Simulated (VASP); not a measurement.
Cost and result of VASP (PAW) for the lattice constant a of SrTiO3 (cubic perovskite). Static lattice. The cost counts the five points of the equation of state, each on the mesh and cut-off of its row, so the ratios hold those differences too. With PBE it took about 2 core-minutes. The timings are rough (shared machines, no repeats); factors under 2 mean little.

Measured: 3.890 Å at 0 K (as given by D. I. Bilc et al., Physical Review B (2008), arXiv:0805.0753; cubic phase extrapolated to 0 K).

| level | k-mesh | cut-off (eV) | lattice constant a (Å) | error (%) | cost over PBE |
|---|---|---|---|---|---|
| LDA | 7×7×7 | 520 | 3.863 | -0.7 | within a factor of 2 |
| PBEsol | 7×7×7 | 520 | 3.897 | +0.2 | within a factor of 2 |
| AM05 | 6×6×6 | 520 | 3.902 | +0.3 | within a factor of 2 |
| PBE | 7×7×7 | 520 | 3.943 | +1.4 | reference |
| optB88-vdW | 6×6×6 | 520 | 3.928 | +1.0 | within a factor of 2 |
| rev-vdW-DF2 | 6×6×6 | 520 | … | … | within a factor of 2 |
| SCAN | 7×7×7 | 520 | 3.911 | +0.5 | about 5 times |
| r2SCAN+rVV10 | 6×6×6 | 520 | … | … | … |

Fill in the missing entries.

- rev-vdW-DF2, lattice constant a (Å): 3.918
- rev-vdW-DF2, error (%): +0.7
- r2SCAN+rVV10, lattice constant a (Å): 3.906
- r2SCAN+rVV10, error (%): +0.4
- r2SCAN+rVV10, cost over PBE: about 6 times

Left out are levels that failed, ran on another kind of processor or have no fit band path; at most nine are shown.

The compound is SrTiO3 in the cubic perovskite structure, the ideal cubic form; the compound distorts at low or room temperature.
